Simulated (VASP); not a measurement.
## BiTe under changes of volume

One of the cells (31.192 Å³/atom); the others are scaled copies at fixed shape and fractional positions:

```xyz
2
Lattice="2.3865 1.3778 3.1620 -2.3865 1.3778 3.1620 0.0000 -2.7557 3.1620" Properties=species:S:1:pos:R:3 pbc="T T T"
Bi    0.0000    0.0000    4.7430
Te    0.0000    0.0000    0.0000
```

The cell comes from a database or a generator and needn't be the stable form of this composition.

| Property | Result |
| --- | --- |
| Program | VASP 6.6.1 |
| Functional | LDA |
| Potentials or basis | VASP PAW LDA potentials, release 64 (Bi_d, Te) |
| Cutoff | 520 eV |
| k mesh | 6 × 6 × 6 |
| Occupations | fermi-dirac, width 0.05 eV |
| Spin | no spin polarisation |

```tsv
volume (Å³/atom)	energy over the lowest point (meV/atom)	pressure (GPa)
29.944	?	?
30.568	2.43	1.2
31.192	0.00	0.0
31.815	2.24	-1.2
32.439	8.65	-2.2
```

**Question.** What does the run at 29.944 Å³/atom give?

**Answer.** Energy over the lowest point 10.07 meV/atom; pressure 2.7 GPa.

Worked out: A Birch-Murnaghan fit of order 2 (a polynomial in V^(-2/3)) to the other rows has its minimum at 31.19 Å³/atom with B0 = V·E''(V) = 60 GPa at fixed shape and positions, which overstates the stiffness. It gives 9.98 meV/atom at 29.944 Å³/atom, against the run's 10.07, and -dE/dV = 2.6 GPa, against 2.7.

Energies are extrapolated to zero smearing.
